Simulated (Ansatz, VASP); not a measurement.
# Sn4F in VASP and in Ansatz

```
Sn F
1.0
     5.02919    0.00000    0.00000
     0.00000    5.02919    0.00000
     0.00000    0.00000    5.02919
Sn F
4 1
Cartesian
  0.0000 2.5146 2.5146
  2.5146 0.0000 2.5146
  2.5146 2.5146 0.0000
  0.0000 0.0000 0.0000
  2.5146 2.5146 2.5146
```

Alike in both runs: functional PBE; k mesh 4 × 4 × 4; occupations gaussian, width 0.1 eV; no spin polarisation.

Ansatz relaxed the structure, and its values are those at the end. VASP's run is a single point on that final structure, the one shown.

|  | VASP | Ansatz |
| --- | --- | --- |
| version | VASP 6.6.1 | Ansatz 0.2.0 |
| potentials or method | VASP PAW PBE potentials, release 64 (Sn_d, F) | scalar-relativistic, plane waves, PAW |
| plane-wave cutoff (eV) | 520 | 420 |
| valence electrons in the cell | 63 | 63 |

Ansatz gave:

| Item | Value |
| --- | --- |
| gap on the k mesh at the Fermi level (eV) | none |
| pressure (GPa) | 0.3 |

Question: Which values does VASP return?

Answer: gap on the k mesh at the Fermi level (eV): none; pressure (GPa): 0.2.

A gap of «none» marks a metal or a gap that the smearing closes.

Caveats: an odd number of electrons without spin polarisation forces a metal; a magnetic or distorted state may lie lower.
